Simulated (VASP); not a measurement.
**Vibrations of Sb (Antimony) at several levels of theory**

Aim: the vibrations of Sb (Antimony) at the zone centre, at several levels of theory. The starting structure is a measured crystal structure from the Crystallography Open Database.

Program: VASP 6.6.1. Level of theory: Kohn-Sham DFT with plane waves and PAW; LDA, PBEsol, PBE, PBEsol + D3(BJ), r2SCAN and r2SCAN + rVV10. Results are calculated unless marked as measured.

## (1) Set-up

The structure is trigonal, space group R-3m (No. 166). Conventional cell: a = 4.308 Å, b = 4.308 Å, c = 11.274 Å, α = 90.00°, β = 90.00°, γ = 120.00°. Nearest to Sb lie 3 Sb at 2.91 Å.

Structure file:

```
Sb
1.0
     2.15420    1.24373    3.75800
    -2.15420    1.24373    3.75800
     0.00000   -2.48746    3.75800
Sb
2
Cartesian
  0.0000 0.0000 8.6416
  0.0000 0.0000 2.6324
```

## (2) Modes with LDA

LDA, the lowest rung, knows the local density alone. The cell comes from a relaxation at this level, not shown (58.47 Å³).

Input file INCAR:

```
SYSTEM = Sb
PREC = Accurate
ENCUT = 450
EDIFF = 1E-08
NELM = 100
ISMEAR = 1
SIGMA = 0.15
LREAL = .FALSE.
ALGO = Normal
GGA = CA
NBANDS = 11
LORBIT = 11
LWAVE = .FALSE.
LCHARG = .FALSE.
KPAR = 2
IBRION = 8
ISIF = 2
```

Input file POSCAR:

```
Sb
1.0
    2.1512309692      1.2420137792      3.6474141679
   -2.1512309692      1.2420137792      3.6474141679
    0.0000000000     -2.4840275584      3.6474141679
Sb
2
Direct
    0.7635715781      0.7635715781      0.7635715781
    0.2364284219      0.2364284219      0.2364284219
```

Input file KPOINTS:

```
Automatic mesh
0
Gamma
12 12 12
0 0 0
```

PAW data sets: Sb (LDA family, release 64).

Launch:

```
mpirun -np 2 vasp_std
```

The log of the run:

```text
[banner, memory and clock lines left out]
running    2 mpi-ranks, on    1 nodes
 distrk:  each k-point on    1 cores,    2 groups
 distr:  one band on    1 cores,    1 groups

 POSCAR found type information on POSCAR Sb
 POSCAR found :  1 types and       2 ions
 LDA part: xc-table for (Slater(with rela. corr.)+CA(PZ))
 , standard interpolation
 POSCAR, INCAR and KPOINTS ok, starting setup
 FFT: planning ... GRIDC
 FFT: planning ... GRID_SOFT
 FFT: planning ... GRID
 WAVECAR not read
 entering main loop
       N       E                     dE             d eps       ncg     rms          rms(c)
DAV:   1     0.350369308632E+02    0.35037E+02   -0.33764E+03  4158   0.643E+02
DAV:   2    -0.770539033156E+01   -0.42742E+02   -0.41428E+02  5644   0.111E+02
DAV:   3    -0.963380921417E+01   -0.19284E+01   -0.18899E+01  5026   0.267E+01
DAV:   4    -0.965213670181E+01   -0.18327E-01   -0.18317E-01  4636   0.309E+00
DAV:   5    -0.965234638544E+01   -0.20968E-03   -0.20968E-03  4869   0.373E-01    0.322E+00
DAV:   6    -0.963716542237E+01    0.15181E-01   -0.32636E-03  4641   0.311E-01    0.191E+00
DAV:   7    -0.962858522845E+01    0.85802E-02   -0.70418E-03  4572   0.451E-01    0.553E-02
DAV:   8    -0.962859741342E+01   -0.12185E-04   -0.18619E-04  4698   0.984E-02    0.172E-02
DAV:   9    -0.962860104059E+01   -0.36272E-05   -0.13082E-05  4743   0.223E-02    0.579E-03
DAV:  10    -0.962860068439E+01    0.35619E-06   -0.15802E-06  4716   0.695E-03    0.916E-04
DAV:  11    -0.962860071219E+01   -0.27796E-07   -0.14908E-07  4743   0.234E-03    0.357E-04
DAV:  12    -0.962860071179E+01    0.40006E-09   -0.88793E-09  2811   0.524E-04
   1 F= -.96286007E+01 E0= -.96290277E+01  d E =0.128093E-02
 Linear response reoptimize wavefunctions to high precision
DAV:   1    -0.962860071201E+01   -0.21930E-09   -0.14204E-09  3511   0.260E-04
DAV:   2    -0.962860071202E+01   -0.10232E-10   -0.11050E-10  2436   0.814E-05
 Linear response DOF=           2
 Linear response progress:
  Degree of freedom:   1/  2
       N       E                     dE             d eps       ncg     rms          rms(c)
RMM:   1    -0.260282596038E-01   -0.26028E-01    0.21543E-02 39043   0.121E+00
RMM:   2    -0.256793678276E-01    0.34889E-03   -0.17126E-03 30111   0.252E-01    0.496E-02
RMM:   3    -0.256801973038E-01   -0.82948E-06   -0.19162E-05 31721   0.414E-02    0.292E-02
RMM:   4    -0.257287286712E-01   -0.48531E-04    0.52876E-08 31917   0.202E-02    0.235E-03
RMM:   5    -0.257370572531E-01   -0.83286E-05    0.12305E-06 32506   0.381E-03    0.103E-03
RMM:   6    -0.257388603210E-01   -0.18031E-05   -0.16312E-07 30919   0.920E-04    0.314E-04
RMM:   7    -0.257380354429E-01    0.82488E-06   -0.18541E-07 33113   0.237E-04    0.888E-05
RMM:   8    -0.257379896369E-01    0.45806E-07   -0.57329E-08 33863   0.509E-05    0.198E-05
RMM:   9    -0.257379757885E-01    0.13848E-07   -0.11221E-10 33662   0.168E-05    0.202E-06
RMM:  10    -0.257379665344E-01    0.92541E-08    0.25101E-09 33984   0.825E-06    0.740E-07
 first order change of Fermi-energy  -0.21133E-04
 force on displaced ion       1 direction 1 :  -1.815  -0.000  -0.000
 Linear response progress:
  Degree of freedom:   2/  2
       N       E                     dE             d eps       ncg     rms          rms(c)
RMM:   1    -0.270148297197E-01   -0.27015E-01    0.14691E-02  8168   0.122E+00
RMM:   2    -0.257654869624E-01    0.12493E-02   -0.17256E-03  6495   0.261E-01    0.482E-02
RMM:   3    -0.256695490257E-01    0.95938E-04   -0.46064E-05  6906   0.450E-02    0.287E-02
RMM:   4    -0.256031758515E-01    0.66373E-04   -0.25418E-05  6733   0.249E-02    0.690E-03
RMM:   5    -0.256109303831E-01   -0.77545E-05   -0.51009E-07  6952   0.518E-03    0.243E-03
RMM:   6    -0.256127498674E-01   -0.18195E-05   -0.10981E-08  7035   0.108E-03    0.800E-04
RMM:   7    -0.256120453963E-01    0.70447E-06   -0.19854E-08  7092   0.328E-04    0.207E-04
RMM:   8    -0.256120749534E-01   -0.29557E-07   -0.32747E-09  7209   0.579E-05    0.257E-05
RMM:   9    -0.256120920799E-01   -0.17126E-07    0.61428E-10  7233   0.236E-05    0.138E-05
RMM:  10    -0.256120892515E-01    0.28283E-08   -0.82775E-10  7299   0.105E-05    0.308E-06
 first order change of Fermi-energy   0.12866E+00
 force on displaced ion       1 direction 3 :   0.000   0.000  -4.563
 Linear response finished
```

It took 6.3 min on 2 MPI ranks of AMD EPYC 7R43, shared host; peak memory 1.7 GiB; 13 min of CPU time.

Lines that name or quote the potential files are left out of all logs, and their timing lines are given in words.

From OUTCAR (step 2):

```text
ion  position               nearest neighbor table
   1  0.764  0.764  0.764-   2 2.92   2 2.92   2 2.92   2 3.27   2 3.27   2 3.27
   2  0.236  0.236  0.236-   1 2.92   1 2.92   1 2.92   1 3.27   1 3.27   1 3.27

  LATTYP: Found a trigonal (rhomboedric) cell.
 ALAT       =     4.4129381395
 COS(alpha) =     0.5247212476

 Subroutine GETGRP returns: Found 12 space group operations
 (whereof 12 operations were pure point group operations)

The static configuration has the point symmetry D_3d.

 Found    189 irreducible k-points:

   k-points           NKPTS =    189   k-points in BZ     NKDIM =    189   number of bands    NBANDS=     11

   dimension x,y,z NGX =    32 NGY =   32 NGZ =   32
   dimension x,y,z NGXF=    64 NGYF=   64 NGZF=   64

   ENCUT  =  450.0 eV  33.07 Ry    5.75 a.u.   7.63  7.63  7.63*2*pi/ulx,y,z

   NELECT =      10.0000    total number of electrons

 k-points in reciprocal lattice and weights: Automatic mesh
   0.00000000  0.00000000  0.00000000       0.001
   0.08333333 -0.00000000  0.00000000       0.003
   0.16666667 -0.00000000  0.00000000       0.003
   0.25000000  0.00000000  0.00000000       0.003
   0.33333333 -0.00000000  0.00000000       0.003
   0.41666667  0.00000000 -0.00000000       0.003
   0.50000000  0.00000000  0.00000000       0.002
   0.08333333  0.08333333  0.00000000       0.003
   0.16666667  0.08333333  0.00000000       0.007
[...]
-0.41666667  0.50000000  0.41666667       0.003
   0.50000000  0.50000000  0.50000000       0.001

 average (electrostatic) potential at core
       1 -86.3894       2 -86.3894

  Total        0.0009283      0.0009283      0.0021739     -0.0000000      0.0000000      0.0000000
  in kB        0.0254353      0.0254353      0.0595666     -0.0000000      0.0000000      0.0000000
  external PRESSURE =       0.0368124 kB  Pullay stress =       0.0000000 kB

  energy-cutoff  :      450.00
  volume of cell :       58.47
      direct lattice vectors                 reciprocal lattice vectors
     2.151230969  1.242013779  3.647414168     0.232425066  0.134190674  0.091388945
    -2.151230969  1.242013779  3.647414168    -0.232425066  0.134190674  0.091388945
     0.000000000 -2.484027558  3.647414168     0.000000000 -0.268381349  0.091388945

 POSITION                                       TOTAL-FORCE (eV/Angst)
 -----------------------------------------------------------------------------------
      0.00000      0.00000      8.35519         0.000000      0.000000     -0.001133
      0.00000      0.00000      2.58706         0.000000     -0.000000      0.001133
 -----------------------------------------------------------------------------------
    total drift:                               -0.000000     -0.000000      0.000000

 Eigenvectors and eigenvalues of the dynamical matrix
 ----------------------------------------------------

   1 f  =    4.280224 THz    26.893438 2PiTHz  142.772889 cm-1    17.701574 meV
             X         Y         Z           dx          dy          dz
      0.000000  0.000000  8.355185    -0.000000    0.000000   -0.707107
      0.000000  0.000000  2.587057     0.000000    0.000000    0.707107

   2 f  =    2.699194 THz    16.959534 2PiTHz   90.035411 cm-1    11.162963 meV
             X         Y         Z           dx          dy          dz
      0.000000  0.000000  8.355185     0.000001   -0.707107    0.000000
      0.000000  0.000000  2.587057    -0.000001    0.707107    0.000000

   3 f  =    2.699194 THz    16.959534 2PiTHz   90.035411 cm-1    11.162963 meV
             X         Y         Z           dx          dy          dz
      0.000000  0.000000  8.355185     0.707107    0.000001    0.000000
      0.000000  0.000000  2.587057    -0.707107   -0.000001    0.000000

   4 f  =    0.000000 THz     0.000000 2PiTHz    0.000001 cm-1     0.000000 meV
             X         Y         Z           dx          dy          dz
      0.000000  0.000000  8.355185     0.656429    0.262871    0.000000
      0.000000  0.000000  2.587057     0.656429    0.262871    0.000000

   5 f  =    0.000000 THz     0.000000 2PiTHz    0.000000 cm-1     0.000000 meV
             X         Y         Z           dx          dy          dz
      0.000000  0.000000  8.355185     0.000000    0.000000    0.707107
      0.000000  0.000000  2.587057    -0.000000    0.000000    0.707107

   6 f/i=    0.000000 THz     0.000000 2PiTHz    0.000000 cm-1     0.000000 meV
             X         Y         Z           dx          dy          dz
      0.000000  0.000000  8.355185     0.262871   -0.656429    0.000000
      0.000000  0.000000  2.587057     0.262871   -0.656429    0.000000

 ELASTIC MODULI CONTR FROM IONIC RELAXATION (kBar)
 Direction    XX          YY          ZZ          XY          YZ          ZX
 --------------------------------------------------------------------------------
 XX         -78.6508    -70.9454   -133.0572      0.0000     27.7118     -0.0000
 YY         -70.9454    -78.6508   -133.0572     -0.0000    -27.7118      0.0000
 ZZ        -133.0572   -133.0572   -236.6936      0.0000      0.0000     -0.0000
 XY           0.0000     -0.0000      0.0000     -3.8527     -0.0000     26.1794
 YZ          27.7118    -27.7118      0.0000     -0.0000   -199.3246      0.0000
 ZX          -0.0000      0.0000     -0.0000     26.1794      0.0000   -177.8907
 --------------------------------------------------------------------------------
```

Energies printed during the response cycles are not total energies of the cell.

LDA: the zone-centre modes are A1g 142.8, Eg 90.0 cm⁻¹.

## (3) Modes with LDA at the measured cell

The atoms were first relaxed in the fixed cell, in a run that isn't shown.

INCAR is that of step 2.

Input file POSCAR:

```
Sb
1.0
    2.1542000000      1.2437279499      3.7580000000
   -2.1542000000      1.2437279499      3.7580000000
    0.0000000000     -2.4874558998      3.7580000000
Sb
2
Direct
    0.7655092613      0.7655092613      0.7655092613
    0.2344907387      0.2344907387      0.2344907387
```

KPOINTS is that of step 2.

Launch:

```
mpirun -np 2 vasp_std
```

The log of the run:

```text
[... set-up lines as in an earlier step ...]
 entering main loop
       N       E                     dE             d eps       ncg     rms          rms(c)
DAV:   1     0.341068070910E+02    0.34107E+02   -0.32868E+03  4158   0.637E+02
DAV:   2    -0.774773635097E+01   -0.41855E+02   -0.40666E+02  5696   0.110E+02
DAV:   3    -0.962628183556E+01   -0.18785E+01   -0.18536E+01  5091   0.266E+01
DAV:   4    -0.964333602991E+01   -0.17054E-01   -0.16920E-01  4748   0.302E+00
[...]
DAV:  10    -0.961854918627E+01    0.40312E-06   -0.19172E-06  4698   0.763E-03    0.959E-04
DAV:  11    -0.961854922375E+01   -0.37485E-07   -0.16997E-07  4758   0.254E-03    0.380E-04
DAV:  12    -0.961854922470E+01   -0.94383E-09   -0.10353E-08  2916   0.562E-04
   1 F= -.96185492E+01 E0= -.96188611E+01  d E =0.935771E-03
 Linear response reoptimize wavefunctions to high precision
DAV:   1    -0.961854922496E+01   -0.26591E-09   -0.17623E-09  3758   0.285E-04
DAV:   2    -0.961854922497E+01   -0.54570E-11   -0.13543E-10  2388   0.872E-05
 Linear response DOF=           2
 Linear response progress:
[...]
RMM:   8    -0.256104816353E-01    0.10483E-06   -0.38057E-08 33770   0.478E-05    0.164E-05
RMM:   9    -0.256104636014E-01    0.18034E-07   -0.42088E-09 33826   0.133E-05    0.195E-06
RMM:  10    -0.256104539782E-01    0.96232E-08    0.17272E-09 33548   0.614E-06    0.786E-07
 first order change of Fermi-energy  -0.25469E-04
 force on displaced ion       1 direction 1 :  -2.412  -0.000  -0.000
 Linear response progress:
  Degree of freedom:   2/  2
       N       E                     dE             d eps       ncg     rms          rms(c)
RMM:   1    -0.272274723597E-01   -0.27227E-01    0.16645E-02  8136   0.121E+00
RMM:   2    -0.260510443452E-01    0.11764E-02   -0.16990E-03  6477   0.257E-01    0.485E-02
RMM:   3    -0.259363283091E-01    0.11472E-03   -0.50626E-05  6898   0.459E-02    0.289E-02
RMM:   4    -0.258500229993E-01    0.86305E-04   -0.29167E-05  6739   0.258E-02    0.754E-03
[...]
RMM:   8    -0.258554161696E-01   -0.42373E-07   -0.29219E-09  7222   0.647E-05    0.278E-05
RMM:   9    -0.258554440771E-01   -0.27908E-07    0.71538E-11  7259   0.229E-05    0.114E-05
RMM:  10    -0.258554405860E-01    0.34911E-08   -0.69733E-10  7321   0.872E-06    0.485E-06
 first order change of Fermi-energy   0.17625E-01
 force on displaced ion       1 direction 3 :   0.000   0.000  -4.867
 Linear response finished
```

Run time: 6.8 min. Hardware: 2 MPI ranks; peak memory 1.8 GiB; 14 min of CPU time.

Parts of OUTCAR (step 3):

```text
  Total       -0.3680617     -0.3680617     -0.6224055      0.0000000     -0.0000000      0.0000000
  in kB       -9.7613934     -9.7613934    -16.5068639      0.0000000     -0.0000000      0.0000000
  external PRESSURE =     -12.0098836 kB  Pullay stress =       0.0000000 kB

 POSITION                                       TOTAL-FORCE (eV/Angst)
 -----------------------------------------------------------------------------------
      0.00000      0.00000      8.63035         0.000000     -0.000000      0.001724
      0.00000      0.00000      2.64365         0.000000      0.000000     -0.001724
 -----------------------------------------------------------------------------------
    total drift:                               -0.000000      0.000000     -0.000000

[... 1 part as in an earlier step ...]

[... 1 further part left out ...]
```

With LDA at the measured cell the modes are A1g 147.5, Eg 103.8 cm⁻¹; the largest shift is +13.8 cm⁻¹, in Eg, from LDA.

## (4) Modes with PBEsol

PBEsol restores the gradient expansion of exchange and is tuned for the cells of solids. The cell comes from a relaxation at this level, not shown (59.68 Å³).

Edit INCAR of step 3 so:

```diff
@@ -9,3 +9,3 @@
 ALGO = Normal
-GGA = CA
+GGA = PS
 NBANDS = 11
```

Input file POSCAR:

```
Sb
1.0
    2.1638738557      1.2493131531      3.6791256941
   -2.1638738557      1.2493131531      3.6791256941
    0.0000000000     -2.4986263062      3.6791256941
Sb
2
Direct
    0.7638129859      0.7638129859      0.7638129859
    0.2361870141      0.2361870141      0.2361870141
```

KPOINTS is that of step 3.

PAW data sets: Sb (PBE family, release 64).

Launch:

```
mpirun -np 2 vasp_std
```

The log of the run:

```text
[banner, memory and clock lines left out]
running    2 mpi-ranks, on    1 nodes
[...]
|                                                                             |
|               ----> ADVICE to this user running VASP <----                  |
|                                                                             |
|     You enforced a specific xc type in the INCAR file but a different       |
|     [... a line on the potential file left out ...]
|     I HOPE YOU KNOW WHAT YOU ARE DOING!                                     |
|                                                                             |

 LDA part: xc-table for (Slater+PW92), standard interpolation
 POSCAR, INCAR and KPOINTS ok, starting setup
[...]
entering main loop
       N       E                     dE             d eps       ncg     rms          rms(c)
DAV:   1     0.321672653251E+02    0.32167E+02   -0.33302E+03  4158   0.637E+02
DAV:   2    -0.737231811544E+01   -0.39540E+02   -0.38273E+02  5534   0.109E+02
[...]
RMM:  10    -0.248572680032E-01    0.61610E-08   -0.19264E-09 32420   0.374E-06    0.944E-07
 first order change of Fermi-energy  -0.22885E-04
 force on displaced ion       1 direction 1 :  -1.894  -0.000  -0.000
 Linear response progress:
  Degree of freedom:   2/  2
       N       E                     dE             d eps       ncg     rms          rms(c)
RMM:   1    -0.259864198073E-01   -0.25986E-01    0.18739E-02  8130   0.118E+00
RMM:   2    -0.249130768439E-01    0.10733E-02   -0.15421E-03  6497   0.243E-01    0.465E-02
RMM:   3    -0.248114086685E-01    0.10167E-03   -0.42427E-05  6906   0.424E-02    0.280E-02
RMM:   4    -0.247398212685E-01    0.71587E-04   -0.25474E-05  6751   0.250E-02    0.691E-03
RMM:   5    -0.247485556445E-01   -0.87344E-05   -0.55730E-07  6992   0.537E-03    0.239E-03
RMM:   6    -0.247503391602E-01   -0.17835E-05   -0.70380E-09  7034   0.105E-03    0.838E-04
RMM:   7    -0.247496123221E-01    0.72684E-06   -0.18996E-08  7082   0.314E-04    0.179E-04
RMM:   8    -0.247496397670E-01   -0.27445E-07   -0.37061E-09  7181   0.572E-05    0.305E-05
RMM:   9    -0.247496496766E-01   -0.99096E-08   -0.26147E-10  7245   0.183E-05    0.159E-05
 first order change of Fermi-energy   0.26628E-01
 force on displaced ion       1 direction 3 :   0.000   0.000  -4.545
 Linear response finished
```

It took 8.4 min on 2 MPI ranks; peak memory 1.8 GiB; 17 min of CPU time.

Parts of OUTCAR (step 4):

```text
  Total       -0.0038782     -0.0038782     -0.0000825      0.0000000      0.0000000      0.0000000
  in kB       -0.1041231     -0.1041231     -0.0022149      0.0000000      0.0000000      0.0000000
  external PRESSURE =      -0.0701537 kB  Pullay stress =       0.0000000 kB

 POSITION                                       TOTAL-FORCE (eV/Angst)
 -----------------------------------------------------------------------------------
      0.00000      0.00000      8.43049         0.000000      0.000000      0.000989
      0.00000      0.00000      2.60689         0.000000     -0.000000     -0.000989
 -----------------------------------------------------------------------------------
    total drift:                               -0.000000     -0.000000     -0.000000

[... 1 part as in an earlier step ...]

[... 1 further part left out ...]
```

With PBEsol the modes are A1g 142.5, Eg 92.0 cm⁻¹; the largest shift is +2.0 cm⁻¹, in Eg, from LDA.

[end of part 1 of 2]

[Lines on the potential files, build, host, timing and source positions are cut from VASP's logs without a mark.]

[Logs are printed without paths, hosts, clocks, repeated set-up lines and the standing remarks that a program may print on its own settings, such as how far it seeks lower states.]

[Hosts, paths, dates, database ids (printed as entryN), source tags and the programs' standing remarks are cut or masked in the printed files.]
